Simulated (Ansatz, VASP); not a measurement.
## Si4Sb: VASP beside Ansatz

```
CELL_PARAMETERS angstrom
-3.07619 3.07619 3.07619
3.07619 -3.07619 3.07619
3.07619 3.07619 -3.07619
ATOMIC_POSITIONS crystal
Si 0.00000 0.00000 0.50000
Si 0.00000 0.50000 0.00000
Si 0.50000 0.00000 0.00000
Si 0.50000 0.50000 0.50000
Sb 0.00000 0.00000 0.00000
```

Change from the starting cell: species swapped into the CrGa4 type (Im-3m, No. 229).

Alike in both runs: functional PBE; k mesh 4 × 4 × 4; occupations gaussian, width 0.1 eV; no spin polarisation.

Ansatz relaxed the structure, and its values are those at the end. VASP's run is a single point on that final structure, the one shown.

```csv
,VASP,Ansatz
version,VASP 6.6.1,Ansatz 0.2.0
potentials or method,"VASP PAW PBE potentials, release 64 (Si, Sb)","scalar-relativistic, plane waves, PAW"
plane-wave cutoff (eV),520,420
valence electrons in the cell,21,31
```

Ansatz gave:

* gap on the k mesh at the Fermi level (eV): none
* pressure (GPa): 0.3

**Question.** What did VASP give for the same quantities?

**Answer.** gap on the k mesh at the Fermi level (eV): none; pressure (GPa): 0.5.

A gap of «none» marks a metal or a gap that the smearing closes. The two sets of potentials don't hold the same shells in valence.

Caveats: the k mesh is coarse (spacing up to 0.36 Å⁻¹), so the values aren't converged. The runs have no spin-orbit coupling, so splittings on Sb are missing.
